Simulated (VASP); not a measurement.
Output of a VASP run:

**OSZICAR**
```
       N       E                     dE             d eps       ncg     rms          rms(c)
DAV:   1     0.132618623023E+03    0.13262E+03   -0.85423E+03  1222   0.148E+03
DAV:   2     0.192979694342E+02   -0.11332E+03   -0.11046E+03  1232   0.322E+02
DAV:   3     0.113283685445E+02   -0.79696E+01   -0.78338E+01  1617   0.945E+01
DAV:   4     0.111486370479E+02   -0.17973E+00   -0.17965E+00  1346   0.154E+01
DAV:   5     0.111422811231E+02   -0.63559E-02   -0.63557E-02  1762   0.266E+00    0.705E+00
DAV:   6     0.168413291692E+02    0.56990E+01   -0.10049E+01  1267   0.648E+01    0.237E+00
DAV:   7     0.165930310460E+02   -0.24830E+00   -0.35169E-01  1847   0.940E+00    0.173E+00
DAV:   8     0.177683960110E+02    0.11754E+01   -0.17390E+00  1222   0.195E+01    0.955E-01
DAV:   9     0.166983898534E+02   -0.10700E+01   -0.12818E+00  1222   0.157E+01    0.372E-01
DAV:  10     0.166558888790E+02   -0.42501E-01   -0.10739E-01  1222   0.456E+00    0.414E-01
DAV:  11     0.166656654724E+02    0.97766E-02   -0.47692E-03  1577   0.103E+00    0.250E-01
DAV:  12     0.166351820109E+02   -0.30483E-01   -0.10607E-02  1237   0.161E+00    0.596E-02
DAV:  13     0.166312336229E+02   -0.39484E-02   -0.48585E-03  1287   0.991E-01    0.793E-02
DAV:  14     0.166320551477E+02    0.82152E-03   -0.31982E-03  1382   0.950E-01    0.656E-02
DAV:  15     0.166308602508E+02   -0.11949E-02   -0.28298E-04  1262   0.172E-01    0.406E-02
DAV:  16     0.166305380425E+02   -0.32221E-03   -0.25304E-04  1287   0.211E-01    0.193E-02
DAV:  17     0.166304942608E+02   -0.43782E-04   -0.22479E-05  1432   0.487E-02    0.131E-02
DAV:  18     0.166304950874E+02    0.82664E-06   -0.63548E-07  1472   0.820E-03    0.111E-02
DAV:  19     0.166304942425E+02   -0.84492E-06   -0.51493E-06  1345   0.456E-02    0.403E-03
DAV:  20     0.166304921975E+02   -0.20450E-05   -0.12151E-06  1262   0.165E-02    0.214E-03
DAV:  21     0.166304919381E+02   -0.25940E-06   -0.68287E-08   791   0.565E-03    0.201E-03
DAV:  22     0.166304918850E+02   -0.53054E-07   -0.35618E-07  1257   0.669E-03
   1 F= 0.16630492E+02 E0= 0.16630464E+02  d E =0.834206E-04
```

File OUTCAR:
```
------------------------ aborting loop because EDIFF is reached ----------------------------------------
  FORCE on cell =-STRESS in cart. coord.  units (eV):
  Direction    XX          YY          ZZ          XY          YZ          ZX
  --------------------------------------------------------------------------------------
  Total        1.3081860      1.3081860      1.3081860      0.0000000      0.0000000     -0.0000000
  in kB       38.9954078     38.9954078     38.9954078      0.0000000      0.0000000     -0.0000000
  external PRESSURE =      38.9954078 kB  Pullay stress =       0.0000000 kB
  volume of cell :       53.75
      direct lattice vectors                 reciprocal lattice vectors
     0.000000000  2.995335922  2.995335922    -0.166926186  0.166926186  0.166926186
     2.995335922  0.000000000  2.995335922     0.166926186 -0.166926186  0.166926186
     2.995335922  2.995335922  0.000000000     0.166926186  0.166926186 -0.166926186
  FREE ENERGIE OF THE ION-ELECTRON SYSTEM (eV)
  ---------------------------------------------------
  free  energy   TOTEN  =        16.6304918850 eV

  energy  without entropy=       16.6304084644  energy(sigma->0) =       16.63046408
```
(Selected blocks of OUTCAR.)

### POSCAR
```
InAs
1
    0.0000000000     2.9953359222     2.9953359222
    2.9953359222     0.0000000000     2.9953359222
    2.9953359222     2.9953359222     0.0000000000
In As
1 1
Direct
  0.0000000000   0.0000000000   0.0000000000
  0.2500000000   0.2500000000   0.2500000000
```

Q: Write an INCAR and KPOINTS that could have produced this output.

A: This is not unique; one that fits is the input of the run itself, revTPSS meta-GGA, plane waves, VASP's PBE PAW potentials (set 64).

**INCAR**
```
ISMEAR  =  1
ISIF  =  2   # forces and stress, cell fixed
LMAXMIX  =  4   # l cut-off of mixed one-centre charges
PREC  =  Accurate
LMIXTAU  =  .TRUE.
SYSTEM  =  InAs
EDIFF  =  1E-7   # SCF stop (eV)
ENCUT  =  520   # plane-wave cut-off (eV)
LWAVE  =  .FALSE.
SIGMA  =  0.1   # width (eV)
NELM  =  100   # most electronic steps
LASPH  =  .TRUE.   # aspherical one-centre terms
ALGO  =  Normal   # blocked Davidson
LREAL  =  .FALSE.   # projection in real space or not
METAGGA  =  RTPSS
LCHARG  =  .FALSE.
```

**KPOINTS**
```
K-points
0
G
  10 10 10
0 0 0
```

POTCAR, in this order: In_d As (PBE.64 set). Program: vasp_std.

The compound is InAs in the zinc blende structure. This cell is one point of a volume scan, at 0.94 of the reference volume.
